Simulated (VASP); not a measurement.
VASP runs on I (atoms displaced from the space group 64 structure) share one base input (LDA (Ceperley-Alder, Perdew-Zunger), plane waves, VASP's LDA PAW potentials (set 64)) and change the settings named in each case.

INCAR:
```
SYSTEM = I
PREC = Accurate
ENCUT = 300
EDIFF = 1E-6
NELM = 100
ALGO = Normal
LREAL = .FALSE.
LASPH = .TRUE.
ISMEAR = 0
SIGMA = 0.02
LMAXMIX = 4
LWAVE = .FALSE.
LCHARG = .FALSE.
ISIF = 2
```

POSCAR:
```
I
1
    2.3950000000    -3.6350000000     0.0000000000
    2.3950000000     3.6350000000     0.0000000000
    0.0000000000     0.0000000000     9.7900000000
I
4
Direct
  0.8474090000   0.8494650000   0.8830720000
  0.6461080000   0.6467830000   0.3811350000
  0.3418950000   0.3433000000   0.6180600000
  0.1645880000   0.1604530000   0.1177330000
```

File KPOINTS:
```
Automatic mesh
0
Gamma
4 4 2
0 0 0
```

POTCAR, in this order: I (LDA.64 set). Program: vasp_std.

| change | E(σ→0) (eV/atom) | pressure (GPa) | largest force (eV/Å) | gap on the mesh (eV) | −TS (eV) |
|---|---|---|---|---|---|
| base run | -1.9631 | -1.80 | 0.284 | 1.03 | 0.0000 |
| GGA_COMPAT = .FALSE., LNONCOLLINEAR = .TRUE., LSORBIT = .TRUE., MAGMOM = 0.0 0.0 0.0 0.0 0.0 0.0 0.0 0.0 0.0 0.0 0.0 0.0, program vasp_ncl | -2.1274 | -1.45 | 0.428 | 0.79 | 0.0000 |
| GGA = PE, GGA_COMPAT = .FALSE., LNONCOLLINEAR = .TRUE., LSORBIT = .TRUE., MAGMOM = 0.0 0.0 0.0 0.0 0.0 0.0 0.0 0.0 0.0 0.0 0.0 0.0, POTCAR I (PBE.64 set), program vasp_ncl | -1.6441 | 1.14 | 0.505 | 0.88 | 0.0000 |
| ISMEAR = -1, SIGMA = 0.3 | -1.9355 | -1.31 | 0.487 | 1.05 | -0.4763 |
| ISMEAR = 1, SIGMA = 0.3 | -1.9625 | -1.84 | 0.288 | 1.03 | 0.0270 |
| ISMEAR = -5, SIGMA removed | -1.9631 | -1.80 | 0.284 | 1.03 | 0.0000 |
| SIGMA = 0.01 | -1.9631 | -1.80 | 0.284 | 1.03 | 0.0000 |
 Energies of different potentials or functionals have different zeros. Unless said otherwise, spin-orbit coupling is left out, though it shifts the bands of the heavy elements here.

Left out are runs that ran out of time, are held back, or changed the cell or the kind of run, fixed moments of cells without a moment, rows past the twelfth, gaps on odd meshes, pressures of charged cells and columns that move by less than the noise.

The structure is a typed I crystal. The cell was not relaxed at this level, its atoms were moved at random.
